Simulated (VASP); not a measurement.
Consider the following.

```yaml
crystal:
  lattice:
    - [2.82147, 0.00000, 0.00000]
    - [0.00000, 2.82147, 0.00000]
    - [0.00000, 0.00000, 2.82147]
  atoms:
    - { symbol: Al, position: [0.50000, 0.50000, 0.50000] }
    - { symbol: Co, position: [0.00000, 0.00000, 0.00000] }
```

Method: revTPSS meta-GGA, VASP's PBE PAW potentials (set 64) (plane waves; VASP 6.6.1). Numerical set-up: 520 eV cut-off, 14×14×14 Γ-centred mesh, tetrahedra with Blöchl corrections, potentials Al Co.

**Question.** Give the energies of bands 1 to 9 at the high-symmetry points, in eV from the Fermi level.

**Answer.** 
```tsv
band	Γ	X	M	R
1	-11.37	-6.98	-5.51	-4.21
2	-3.17	-6.87	-3.26	-4.21
3	-3.17	-2.54	-2.83	-4.21
4	-1.03	-1.94	-2.83	-0.22
5	-1.03	-1.94	-1.73	-0.22
6	-1.03	-0.92	-1.73	2.25
7	6.09	0.18	-0.26	2.25
8	6.09	8.29	2.47	2.25
9	6.09	10.67	3.54	4.44
```

It has no gap at this level: it comes out as a metal or semimetal.

The compound is CoAl in the CsCl type structure. It was relaxed first. The run is not spin-polarised, so no magnetic state was tried.
